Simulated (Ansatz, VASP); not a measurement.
One calculation of TaSF, two programs

```
Ta S F
1.0
     3.46635    0.00000    0.00000
     0.00000    3.46635    0.00000
     0.00000    0.00000    4.16828
Ta S F
1 1 1
Direct
  0.50000 0.50000 0.50000
  0.00000 0.00000 0.50000
  0.50000 0.50000 0.00000
```

Alike in both runs: functional PBE; k mesh 6 × 6 × 4; occupations gaussian, width 0.1 eV; no spin polarisation.

Ansatz relaxed the structure, and its values are those at the end. VASP's run is a single point on that final structure, the one shown.

|  | VASP | Ansatz |
| --- | --- | --- |
| version | VASP 6.6.1 | Ansatz 0.2.0 |
| potentials or method | VASP PAW PBE potentials, release 64 (Ta_pv, S, F) | scalar-relativistic, plane waves, PAW |
| plane-wave cutoff (eV) | 520 | 420 |
| valence electrons in the cell | 24 | 26 |

|  | VASP | Ansatz | Ansatz less VASP |
| --- | --- | --- | --- |
| gap on the k mesh at the Fermi level (eV) | none | none | - |
| pressure (GPa) | 0.3 | 0.2 | -0.11 |

A gap of «none» marks a metal or a gap that the smearing closes. The two sets of potentials don't hold the same shells in valence.

Caveats: the k mesh is coarse (spacing up to 0.38 Å⁻¹), so the values aren't converged. The runs have no spin-orbit coupling, so splittings on Ta are missing.
